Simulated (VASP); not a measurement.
Level of theory: PBEsol GGA, VASP's PBE PAW potentials (set 64) (plane waves; VASP 6.6.1).

VASP ran on this input.

### POSCAR
```
MoTe2
3.4955750
  0.5000000691  -0.8660254055   0.0000000000
  0.5000000691   0.8660254055   0.0000000000
  0.0000000000   0.0000000000   4.0022651429
Te Mo
4 2
Cart
  0.5000000691   0.2886757125   3.5188456927
  0.5000000691  -0.2886757125   1.5177131213
  0.5000000691  -0.2886757125   0.4834194502
  0.5000000691   0.2886757125   2.4845520217
  0.5000000691   0.2886757125   1.0005662857
  0.5000000691  -0.2886757125   3.0016988572
```

### INCAR
```
ALGO=Normal
EDIFF=1E-7
ENCUT=520
GGA=PS
ISIF=2
ISMEAR=-5
LASPH=.True.
LCHARG=.True.
LEFG=.True.
LMAXMIX=4
LORBIT=11
LREAL=.False.
LWAVE=.False.
NEDOS=601
NELM=100
PREC=Accurate
SYSTEM=MoTe2
```

File KPOINTS:
```
Automatic mesh
0
Gamma
8 8 2
0 0 0
```

POTCAR, in this order: Te Mo_sv (PBE.64 set). Program: vasp_std.

The run wrote:

**OSZICAR**
```
       N       E                     dE             d eps       ncg     rms          rms(c)
DAV:   1     0.410138585229E+03    0.41014E+03   -0.27352E+04  1448   0.151E+03
DAV:   2    -0.168802635999E+02   -0.42702E+03   -0.41886E+03  1542   0.351E+02
DAV:   3    -0.401474690933E+02   -0.23267E+02   -0.23073E+02  1527   0.695E+01
DAV:   4    -0.408439673203E+02   -0.69650E+00   -0.69290E+00  1579   0.115E+01
DAV:   5    -0.408637548111E+02   -0.19787E-01   -0.19775E-01  1581   0.202E+00    0.234E+01
DAV:   6    -0.399267984877E+02    0.93696E+00   -0.95521E+00  1464   0.154E+01    0.917E+00
DAV:   7    -0.398336944053E+02    0.93104E-01   -0.89210E+00  1398   0.119E+01    0.658E+00
DAV:   8    -0.394021957894E+02    0.43150E+00   -0.18606E+00  1519   0.619E+00    0.333E+00
DAV:   9    -0.394014250775E+02    0.77071E-03   -0.26316E-01  1634   0.229E+00    0.140E+00
DAV:  10    -0.393944462207E+02    0.69789E-02   -0.51282E-02  1526   0.115E+00    0.384E-01
DAV:  11    -0.393946115685E+02   -0.16535E-03   -0.27384E-03  1505   0.263E-01    0.321E-01
DAV:  12    -0.393945438672E+02    0.67701E-04   -0.33290E-04  1476   0.874E-02    0.204E-01
DAV:  13    -0.393944919615E+02    0.51906E-04   -0.14346E-04  1582   0.634E-02    0.103E-01
DAV:  14    -0.393944881275E+02    0.38339E-05   -0.16051E-05  1642   0.161E-02    0.701E-02
DAV:  15    -0.393944865390E+02    0.15885E-05   -0.24170E-06  1485   0.788E-03    0.383E-02
DAV:  16    -0.393944848926E+02    0.16464E-05   -0.35148E-06  1531   0.813E-03    0.215E-02
DAV:  17    -0.393944844718E+02    0.42081E-06   -0.11003E-06  1434   0.472E-03    0.269E-03
DAV:  18    -0.393944844252E+02    0.46604E-07   -0.96664E-08   865   0.155E-03
   1 F= -.39394484E+02 E0= -.39394484E+02  d E =0.000000E+00
```

OUTCAR:
```
------------------------ aborting loop because EDIFF is reached ----------------------------------------
  FORCE on cell =-STRESS in cart. coord.  units (eV):
  Direction    XX          YY          ZZ          XY          YZ          ZX
  --------------------------------------------------------------------------------------
  Total       -0.0776806     -0.0776805     -0.0771361      0.0000000      0.0000000      0.0000000
  in kB       -0.8406797     -0.8406794     -0.8347873      0.0000000      0.0000000      0.0000000
  external PRESSURE =      -0.8387155 kB  Pullay stress =       0.0000000 kB
  volume of cell :      148.04
      direct lattice vectors                 reciprocal lattice vectors
     1.747787742 -3.027256757  0.000000000     0.286075928 -0.165166036  0.000000000
     1.747787742  3.027256757  0.000000000     0.286075928  0.165166036  0.000000000
     0.000000000  0.000000000 13.990217977     0.000000000  0.000000000  0.071478515
 POSITION                                       TOTAL-FORCE (eV/Angst)
 -----------------------------------------------------------------------------------
      1.74779      1.00909     12.30039        -0.000000      0.000000     -0.015959
      1.74779     -1.00909      5.30528        -0.000000      0.000000     -0.015959
      1.74779     -1.00909      1.68983        -0.000000      0.000000      0.015959
      1.74779      1.00909      8.68494        -0.000000      0.000000      0.015959
      1.74779      1.00909      3.49755         0.000000     -0.000000      0.000000
      1.74779     -1.00909     10.49266         0.000000      0.000000      0.000000
 -----------------------------------------------------------------------------------
    total drift:                               -0.000000      0.001613     -0.000024
  FREE ENERGIE OF THE ION-ELECTRON SYSTEM (eV)
  ---------------------------------------------------
  free  energy   TOTEN  =       -39.3944844252 eV

  energy  without entropy=      -39.3944844252  energy(sigma->0) =      -39.39448443

 total charge

# of ion       s       p       d       tot
------------------------------------------
    1        1.386   1.973   0.066   3.426
    2        1.386   1.973   0.066   3.426
    3        1.386   1.973   0.066   3.426
    4        1.386   1.973   0.066   3.426
    5        2.259   6.149   4.004  12.412
    6        2.259   6.149   4.004  12.412
--------------------------------------------------
tot         10.063  20.190   8.274  38.526

 Electric field gradients after diagonalization (V/A^2)
 (convention: |V_zz| > |V_xx| > |V_yy|)
----------------------------------------------------------------------
 ion       V_xx      V_yy      V_zz     asymmetry (V_yy - V_xx)/ V_zz
----------------------------------------------------------------------
   1      88.413    88.413  -176.827       0.000
   2      88.413    88.413  -176.827       0.000
   3      88.413    88.413  -176.827       0.000
   4      88.413    88.413  -176.827       0.000
   5      35.033    35.028   -70.061       0.000
   6      35.033    35.028   -70.061       0.000
```
(Selected blocks of OUTCAR.)

Without a dispersion term in the relaxation, distances and binding between the weakly bound layers, chains or molecules are unreliable, and so is what depends on them.

The compound is MoTe2 in the 2H layered structure. It was relaxed first.
